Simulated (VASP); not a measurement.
Given:

```
CELL_PARAMETERS angstrom
      0.00000     1.99014     1.99014
      1.99014     0.00000     1.99014
      1.99014     1.99014     0.00000
ATOMIC_POSITIONS crystal
  Al 0.00000 0.00000 0.00000
```

Calculation: LDA (Ceperley-Alder, Perdew-Zunger), VASP's LDA PAW potentials (set 64) (plane waves; VASP). Numerical set-up: 400 eV cut-off, 14×14×14 Γ-centred mesh, first-order Methfessel-Paxton smearing of 0.10 eV, potentials Al.

Q: Estimate the energy per atom (σ→0), band gap (on the k-mesh) with the smallest direct gap where there is one.

A: 
```yaml
band gap (on the k-mesh): none (metal, semimetal or under 0.01 eV)
energy per atom (σ→0): -403.7 kJ/mol of atoms
```

The absolute energy has meaning only against runs of the same code, potentials and settings.

The compound is Al in the fcc structure. It was relaxed first, which changed the volume by -5 %. The start is the result of an earlier pass.
